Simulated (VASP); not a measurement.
Input:

```yaml
crystal:
  lattice:
    - [1.91711, -5.06603, 0.00000]
    - [1.91711, 5.06603, 0.00000]
    - [0.00000, 0.00000, 3.77808]
  atoms:
    - { symbol: P, position: [0.56400, 0.43600, 0.25000] }
    - { symbol: P, position: [0.43600, 0.56400, 0.75000] }
    - { symbol: W, position: [0.85475, 0.14525, 0.25000] }
    - { symbol: W, position: [0.14525, 0.85475, 0.75000] }
```

Calculation: PBE GGA, VASP's PBE PAW potentials (set 64) (plane waves; VASP 6.6.1). Numerical set-up: 400 eV cut-off, 4×4×3 Γ-centred mesh, Gaussian smearing of 0.050 eV, potentials P W_sv.

Problem. Give the force on each atom (eV/Å).

Solution. 
| atom | Fx | Fy | Fz |
|---|---|---|---|
| P1 | 0.000 | -2.951 | 0.000 |
| P2 | 0.000 | 2.951 | 0.000 |
| W3 | 0.000 | -0.235 | 0.000 |
| W4 | 0.000 | 0.235 | 0.000 |

Problem. Give the stress tensor in GPa (positive for a compressed cell).

Solution. 
```
-35.62    0.00    0.00
  0.00  -29.72    0.00
  0.00    0.00  -19.34
```
The pressure is its mean diagonal, -28.23 GPa.

The structure was generated: PW was put into the CrB type (Cmcm), which need not be its known phase. The cell was not relaxed at this level. The k-mesh is coarse (spacing up to 0.55 per Å, 2π included), so the numbers may not be converged in it. The run is one of a series of settings (KPOINTS 4×4×3 Γ-centred mesh against the base run), some of them coarse on purpose.
